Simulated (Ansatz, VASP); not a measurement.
**Ga in two plane-wave programs**

One calculation is typed for both programs; each brings its own data sets. How far apart do they land? The structure shown is frame 200 of Ansatz's trajectory.

Program: Ansatz 0.2.0. Level of theory: plane waves, with VASP 6.6.1 beside it; single point at PBEsol. Results are calculated unless marked as measured.

### 1. Starting point

The cell holds 48 atoms: 48 Ga. Its edges and angles: a = 9.762 Å, b = 9.762 Å, c = 9.762 Å, α = 90.0°, β = 90.0°, γ = 90.0°. As first built, before any earlier steps moved the atoms (in the runner's words): 48 atoms (48 Ga) placed at random at 5.974 g/cm^3 and pushed apart to contact distance.

### 2. Ansatz: dynamics, PBEsol

Ansatz runs on its default PAW (the set named soft_2) files.

One frame of this run of dynamics is then solved in both programs, so the motion causes no difference.

input.yaml

```yaml
crystal:
  lattice:
    - [9.7619, 0.0, 0.0]
    - [0.0, 9.7619, 0.0]
    - [0.0, 0.0, 9.7619]
  atoms:
    - { symbol: Ga, position: [0.51182, 0.95046, 0.14416] }
    - { symbol: Ga, position: [0.87877, 0.36277, 0.38046] }
    - { symbol: Ga, position: [0.70851, 0.45483, 0.57529] }
    - { symbol: Ga, position: [0.09696, 0.82294, 0.48345] }
    - { symbol: Ga, position: [0.368, 0.83267, 0.33408] }
    - { symbol: Ga, position: [0.44154, 0.13052, 0.3933] }
    - { symbol: Ga, position: [0.26728, 0.27809, 0.79236] }
    - { symbol: Ga, position: [0.26927, 0.45379, 0.97158] }
    - { symbol: Ga, position: [0.8982, 0.67874, 0.53974] }
    - { symbol: Ga, position: [0.29375, 0.18316, 0.02263] }
    - { symbol: Ga, position: [0.52946, 0.11898, 0.63296] }
    - { symbol: Ga, position: [0.78493, 0.72418, 0.99119] }
    - { symbol: Ga, position: [0.06688, 0.50431, 0.47959] }
    - { symbol: Ga, position: [0.07, 0.57019, 0.8131] }
    - { symbol: Ga, position: [0.54085, 0.26957, 0.8533] }
    - { symbol: Ga, position: [0.50242, 0.48857, 0.71264] }
    - { symbol: Ga, position: [0.1957, 0.83149, 0.71291] }
    - { symbol: Ga, position: [0.77711, 0.24867, 0.77442] }
    - { symbol: Ga, position: [0.1768, 0.0305, 0.86295] }
    - { symbol: Ga, position: [0.86896, 0.88545, 0.40228] }
    - { symbol: Ga, position: [0.29166, 0.04308, 0.62001] }
    - { symbol: Ga, position: [0.7035, 0.81258, 0.22969] }
    - { symbol: Ga, position: [0.3136, 0.62825, 0.79817] }
    - { symbol: Ga, position: [0.92784, 0.08642, 0.53902] }
    - { symbol: Ga, position: [0.93535, 0.41391, 0.67195] }
    - { symbol: Ga, position: [0.03095, 0.69386, 0.02678] }
    - { symbol: Ga, position: [0.79511, 0.89506, 0.6539] }
    - { symbol: Ga, position: [0.23812, 0.8039, 0.11813] }
    - { symbol: Ga, position: [0.84861, 0.02692, 0.86496] }
    - { symbol: Ga, position: [0.17679, 0.40354, 0.27898] }
    - { symbol: Ga, position: [0.64772, 0.26946, 0.41902] }
    - { symbol: Ga, position: [0.09844, 0.25647, 0.47227] }
    - { symbol: Ga, position: [0.15043, 0.65933, 0.30221] }
    - { symbol: Ga, position: [0.68569, 0.64335, 0.41276] }
    - { symbol: Ga, position: [0.82373, 0.61507, 0.76968] }
    - { symbol: Ga, position: [0.34863, 0.57913, 0.17275] }
    - { symbol: Ga, position: [0.9528, 0.23429, 0.17924] }
    - { symbol: Ga, position: [0.02392, 0.2175, 0.79865] }
    - { symbol: Ga, position: [0.6975, 0.04645, 0.3177] }
    - { symbol: Ga, position: [0.44022, 0.65514, 0.49452] }
    - { symbol: Ga, position: [0.56578, 0.83467, 0.73288] }
    - { symbol: Ga, position: [0.41833, 0.44034, 0.36859] }
    - { symbol: Ga, position: [0.17305, 0.14641, 0.26062] }
    - { symbol: Ga, position: [0.33262, 0.29321, 0.55158] }
    - { symbol: Ga, position: [0.96879, 0.81326, 0.81613] }
    - { symbol: Ga, position: [0.6498, 0.50777, 0.9136] }
    - { symbol: Ga, position: [0.68156, 0.47241, 0.15899] }
    - { symbol: Ga, position: [0.50865, 0.21624, 0.1459] }
kpoints:
  mp_grid: { grid: [1, 1, 1] }
hamiltonian:
  xc: pbesol
scf:
  occupations: { method: fermi_dirac, width: 0.05 }
output:
  forces: true
  stress: true
md:
  timestep: 5.0
  n_steps: 600
  ensemble: nvt_nose_hoover
  temperature: 973
  initial_velocities: maxwell_boltzmann
  seed: 7
  temperature_schedule:
    - { n_steps: 75, end_temperature: 973 }
    - { n_steps: 75, end_temperature: 473 }
```

Run with:

```sh
$ ansatz run input.yaml --threads 4 --pin off --max-ram 15360MiB --backend cpu --events-out ev --progress --plain --runs-dir out
```

Numbers of over 12 decimals in the logs are rounded to 6 here.

Output:

```text
Warning: md: disabling space-group detection — thermal motion breaks the input geometry's symmetry, so no spatial operation reduces the k-mesh or symmetrises the density; time reversal is kept, so that k and −k are solved as one point where they differ and the mesh holds both, and exact exchange and, on two spinor components, a DFT+U term hold to it where the run has them: on two components no moment then forms, and  [...]
Warning: output.stress: scf.convergence.dr2_threshold = 4.8e-8 eV (the default of an md: trajectory) is looser than the 4.8e-9 eV advised for a printed stress (1e-10 eV for each atom of the cell: 48). What an SCF threshold leaves in a stress goes as its square root, and in the free energy as the threshold itself, and one threshold admits the most on a small cell: [figures from the program's tests cut] Set scf.converg [...]
Engine: ansatz 0.2.0, aarch64-unknown-linux-gnu
Pseudopotentials: kind: paw
Pseudopotential: Ga, paw, valence charge 13, recommended cutoff 420 eV (normal), Ga.paw.azcp
Functional definition: PBEsol
  exchange = pbesol_x
  correlation = pbesol_c
Crystal: 48 atoms, lattice volume = 930.257 Å³
Basis set: ecut = 420 eV, 18277 PW (Γ), exchange–correlation on 144×144×144 points (8 copies of the dense FFT grid, shifted against one another)
Bands: 375, of which v1, the nominal top of the filled ones, is band 312 counted from 1 (311 counted from 0)
Symmetry: 1 space group operations
k-points: 1
Non-local potential: Ga, projectors of the file, l = 0: 2, l = 1: 2, l = 2: 3, l = 3: 1
PAW form: soft (Blöchl's): semilocal exchange-correlation on the pseudo side does not see the compensation charge
PAW frozen core: Ga, regenerated for the run's functional, and the local potential with it (the file was generated under x = pbe(κ = 0.804, μ = 0.219515), c = pbe(β = 0.066725))
PAW one-centre angular grid: Ga, 590 points (default); XC on 64 Gauss nodes
Initial density: superposition of atomic densities (neutral atoms: chi_scale 0, normalization atom), corrected by the library's trained network
Initial wavefunctions: pseudopotential atomic-orbital guess
Functional: x = pbesol(κ = 0.804, μ = 0.123457), c = pbesol(β = 0.046)
SCF iter   1: F=—  HF=-179664.257722 eV  |F-HF|=—  |Δ(HF+E_count)|=         —  Δρ=5.91e-3  dr2=9.82e-1  ethr=1.77e-3  ⟨swp⟩=5.0  Hψ=1227  notcnv=0  defer=22
preconditioner: auto → LDOS  [metal: Δε(μ)=0.079 eV  Ē_g=15.849 eV  σ=0.050 eV  W_gap=0.37  n_scr=250 (ndim 8)  ℏωp=30.4 eV  f_vac=0.050  D(μ)=21.85/eV (n_scr^D=146)  β→1.0]
SCF iter   2: F=—  HF=-179664.133222 eV  |F-HF|=—  |Δ(HF+E_count)|=   1.25e-1  Δρ=4.45e-3  dr2=2.65e-1  ethr=1.57e-4  ⟨swp⟩=2.0  Hψ=758  notcnv=0  defer=49
SCF iter   3: F=—  HF=-179664.052148 eV  |F-HF|=—  |Δ(HF+E_count)|=   8.11e-2  Δρ=1.97e-3  dr2=6.00e-2  ethr=4.25e-5  ⟨swp⟩=2.0  Hψ=652  notcnv=0  defer=49
SCF iter   4: F=—  HF=-179664.030983 eV  |F-HF|=—  |Δ(HF+E_count)|=   2.12e-2  Δρ=5.28e-4  dr2=1.28e-2  ethr=9.62e-6  ⟨swp⟩=2.0  Hψ=639  notcnv=0  defer=49
SCF iter   5: F=—  HF=-179664.029277 eV  |F-HF|=—  |Δ(HF+E_count)|=   1.71e-3  Δρ=2.15e-4  dr2=1.61e-3  ethr=2.05e-6  ⟨swp⟩=2.0  Hψ=385  notcnv=0  defer=49
SCF iter   6: F=—  HF=-179664.029106 eV  |F-HF|=—  |Δ(HF+E_count)|=   1.71e-4  Δρ=8.87e-5  dr2=2.76e-4  ethr=2.58e-7  ⟨swp⟩=2.0  Hψ=640  notcnv=0  defer=49
SCF iter   7: F=—  HF=-179664.029070 eV  |F-HF|=—  |Δ(HF+E_count)|=   3.62e-5  Δρ=4.27e-5  dr2=5.05e-5  ethr=4.43e-8  ⟨swp⟩=2.0  Hψ=640  notcnv=0  defer=49
SCF iter   8: F=—  HF=-179664.029398 eV  |F-HF|=—  |Δ(HF+E_count)|=   3.28e-4  Δρ=1.96e-5  dr2=9.52e-6  ethr=8.09e-9  ⟨swp⟩=2.0  Hψ=688  notcnv=0  defer=49
SCF iter   9: F=—  HF=-179664.029397 eV  |F-HF|=—  |Δ(HF+E_count)|=   1.27e-6  Δρ=9.90e-6  dr2=2.06e-6  ethr=1.53e-9  ⟨swp⟩=2.0  Hψ=640  notcnv=0  defer=49
SCF iter  10: F=—  HF=-179664.029397 eV  |F-HF|=—  |Δ(HF+E_count)|=   3.15e-7  Δρ=4.01e-6  dr2=4.07e-7  ethr=3.31e-10  ⟨swp⟩=2.0  Hψ=640  notcnv=0  defer=49
[...]
md step   564: t =  2820.00 fs  T =   493.7 K (target 473.0 K)  F+E_penalty+E_count = -179682.49998719 eV  E_kin = 2.999478 eV  conserved = -179658.17288261 eV  P_inst = 0.8677 GPa  (5 SCF iters)
md step   566: t =  2830.00 fs  T =   480.6 K (target 473.0 K)  F+E_penalty+E_count = -179682.48287739 eV  E_kin = 2.919955 eV  conserved = -179658.17278247 eV  P_inst = 0.8454 GPa  (4 SCF iters)
md step   568: t =  2840.00 fs  T =   453.0 K (target 473.0 K)  F+E_penalty+E_count = -179682.38044788 eV  E_kin = 2.752220 eV  conserved = -179658.17116500 eV  P_inst = 0.8494 GPa  (4 SCF iters)
md step   570: t =  2850.00 fs  T =   427.8 K (target 473.0 K)  F+E_penalty+E_count = -179682.29265621 eV  E_kin = 2.598771 eV  conserved = -179658.16964937 eV  P_inst = 0.8514 GPa  (8 SCF iters)
md step   572: t =  2860.00 fs  T =   419.9 K (target 473.0 K)  F+E_penalty+E_count = -179682.31070529 eV  E_kin = 2.550734 eV  conserved = -179658.16977291 eV  P_inst = 0.8258 GPa  (4 SCF iters)
md step   574: t =  2870.00 fs  T =   428.5 K (target 473.0 K)  F+E_penalty+E_count = -179682.43113659 eV  E_kin = 2.603296 eV  conserved = -179658.17135365 eV  P_inst = 0.7747 GPa  (4 SCF iters)
md step   576: t =  2880.00 fs  T =   439.3 K (target 473.0 K)  F+E_penalty+E_count = -179682.56696961 eV  E_kin = 2.668962 eV  conserved = -179658.17299626 eV  P_inst = 0.7248 GPa  (4 SCF iters)
md step   578: t =  2890.00 fs  T =   437.9 K (target 473.0 K)  F+E_penalty+E_count = -179682.62941824 eV  E_kin = 2.660359 eV  conserved = -179658.17352708 eV  P_inst = 0.7043 GPa  (4 SCF iters)
md step   580: t =  2900.00 fs  T =   421.5 K (target 473.0 K)  F+E_penalty+E_count = -179682.59853735 eV  E_kin = 2.560827 eV  conserved = -179658.17270739 eV  P_inst = 0.7205 GPa  (9 SCF iters)
md step   582: t =  2910.00 fs  T =   400.6 K (target 473.0 K)  F+E_penalty+E_count = -179682.53483380 eV  E_kin = 2.433963 eV  conserved = -179658.17139820 eV  P_inst = 0.7555 GPa  (4 SCF iters)
md step   584: t =  2920.00 fs  T =   389.3 K (target 473.0 K)  F+E_penalty+E_count = -179682.52334060 eV  E_kin = 2.365327 eV  conserved = -179658.17112260 eV  P_inst = 0.7827 GPa  (4 SCF iters)
md step   586: t =  2930.00 fs  T =   390.9 K (target 473.0 K)  F+E_penalty+E_count = -179682.58517906 eV  E_kin = 2.375036 eV  conserved = -179658.17251690 eV  P_inst = 0.7916 GPa  (4 SCF iters)
md step   588: t =  2940.00 fs  T =   393.6 K (target 473.0 K)  F+E_penalty+E_count = -179682.64796046 eV  E_kin = 2.391493 eV  conserved = -179658.17405108 eV  P_inst = 0.7966 GPa  (4 SCF iters)
md step   590: t =  2950.00 fs  T =   385.2 K (target 473.0 K)  F+E_penalty+E_count = -179682.63478487 eV  E_kin = 2.340478 eV  conserved = -179658.17368262 eV  P_inst = 0.8131 GPa  (8 SCF iters)
md step   592: t =  2960.00 fs  T =   371.3 K (target 473.0 K)  F+E_penalty+E_count = -179682.57780312 eV  E_kin = 2.255671 eV  conserved = -179658.17141283 eV  P_inst = 0.8286 GPa  (4 SCF iters)
md step   594: t =  2970.00 fs  T =   374.0 K (target 473.0 K)  F+E_penalty+E_count = -179682.61381509 eV  E_kin = 2.271987 eV  conserved = -179658.16961505 eV  P_inst = 0.8052 GPa  (5 SCF iters)
md step   596: t =  2980.00 fs  T =   409.7 K (target 473.0 K)  F+E_penalty+E_count = -179682.84605417 eV  E_kin = 2.488872 eV  conserved = -179658.17062605 eV  P_inst = 0.7185 GPa  (4 SCF iters)
md step   598: t =  2990.00 fs  T =   468.0 K (target 473.0 K)  F+E_penalty+E_count = -179683.21437110 eV  E_kin = 2.843437 eV  conserved = -179658.17382541 eV  P_inst = 0.5922 GPa  (4 SCF iters)
[...]
md step   600: t =  3000.00 fs  T =   517.4 K (target 473.0 K)  F+E_penalty+E_count = -179683.52959197 eV  E_kin = 3.143261 eV  conserved = -179658.17650676 eV  P_inst = 0.4872 GPa  (9 SCF iters)
SCF converged after 9 iterations
Free energy (F): -179683.529592 eV
Harris-Foulkes:  -179683.529592 eV  (|F-HF|=3.06e-8)
Internal energy: -179683.528011 eV  (E = F + TS)
E sigma→0 (E₀):  -179683.528802 eV
Entropy (-TS):   -0.001581 eV (-0.033 meV/atom)
Fermi energy:    8.834551 eV
--- Per-component energies (eV) ---
  E_band       = -2097.344918
  E_kinetic    = 5535.710524
  E_local      = -97507.950293  (includes V_loc(G=0)·N_el)
  E_nonlocal   = 20315.616370
  E_hartree    = 45918.430463
  E_xc         = -3326.741037
  E_vxc        = -2828.265500  (∫ρ·V_xc dr)
  E_paw        = -93405.578807  (= ΣΔE_a)
  E_vpaw       = -19449.305843  (= ΣTr[D̂ρ^β])
  E_aug_tail   = -0.005537  (compensation charges beyond the density's cutoff)
  E_ewald      = -57254.432631
  E_core_change = 41.422935  (= ΣΔE_core)
  E_smearing   = -0.001581  (= −TS)
  E_closure    = 0.000000  (closes the sum)
  Σ components = -179683.529592   (vs F -179683.529592, Δ=0.00e0)
--- Forces (eV/Å), atoms counted from 1 ---
  atom   1  Ga     0.45040343    -0.26474322    -0.18575598
  atom   2  Ga    -0.69104788    -0.03283446    -0.26667261
  atom   3  Ga    -0.01548565    -0.50070158     0.16967604
  atom   4  Ga     0.37849633     0.55278805    -0.29287720
  atom   5  Ga     0.07511242     0.48638188     0.02428266
  atom   6  Ga    -0.56794907    -0.38276955     0.20817779
  atom   7  Ga    -0.23030126    -0.07565635    -0.16858872
  atom   8  Ga     0.12691776     0.08676160     0.34622775
  atom   9  Ga    -0.23301702     0.38036727    -0.18084038
  atom  10  Ga    -0.14654273    -0.29598606     0.06201102
  atom  11  Ga     0.35629026     0.14424783    -0.17566584
  atom  12  Ga    -0.19444845     0.32804497     0.19759581
  atom  13  Ga     0.10597951     0.17973633     0.54571693
  atom  14  Ga    -0.19521410     0.03381557    -0.10272681
  atom  15  Ga    -0.46545272    -0.68278744     0.32765218
  atom  16  Ga    -0.35364571    -0.35113538     0.05586068
  atom  17  Ga     0.13545883     0.36760186    -0.11128695
  atom  18  Ga     0.18831137     0.15981674     0.02321958
  atom  19  Ga    -0.02103960     0.00581193     0.06980587
  atom  20  Ga     0.58310263    -0.61284924     0.01372570
  atom  21  Ga     0.43029611     0.14490485    -0.66874599
  atom  22  Ga    -0.39679706     0.14374954    -0.18322617
  atom  23  Ga     0.32585070     0.16598137    -0.03133545
  atom  24  Ga    -0.39812680    -0.20660571    -0.59914241
[...]
atom  41  Ga    -0.31589237    -0.16043629     0.00972872
  atom  42  Ga    -0.14072596    -0.45921843     0.39032385
  atom  43  Ga    -0.12789595     0.40381970    -0.22689707
  atom  44  Ga    -0.25697976    -0.24455626     0.43472640
  atom  45  Ga     0.19130423    -0.05500360     0.03223857
  atom  46  Ga     0.34066086    -0.03592299    -0.06133433
  atom  47  Ga     0.22922677    -0.05282045     0.00735362
  atom  48  Ga     0.08861084     0.14968409    -0.34035597
  max |Σ_I F_I| component: 2.14e-5 eV/Å
--- Stress (GPa, compression-positive) ---
        0.179582       0.178956       0.392817
        0.178956       1.215105       0.021895
        0.392817       0.021895      -1.038975
  P = ⅓ Tr σ = 0.1186 GPa (1.186 kbar)
--- MD trajectory: 600 steps, t = 0.0 → 3000.0 fs ---
  final state: T = 517.4 K   F+E_penalty+E_count = -179683.52959197 eV   E_kin = 3.143261 eV
  conserved energy: peak-to-peak 7.530e-2 eV (1.569e-3 eV/atom) over 3000.0 fs
```

(Continued in part 2 of 2.)

[Lines on the potential files, build, host, timing and source positions are cut from VASP's logs without a mark.]

[Logs are printed without paths, hosts, clocks, repeated set-up lines and the standing remarks that a program may print on its own settings, such as how far it seeks lower states.]

[Hosts, paths, dates, database ids (printed as entryN), source tags and the programs' standing remarks are cut or masked in the printed files.]
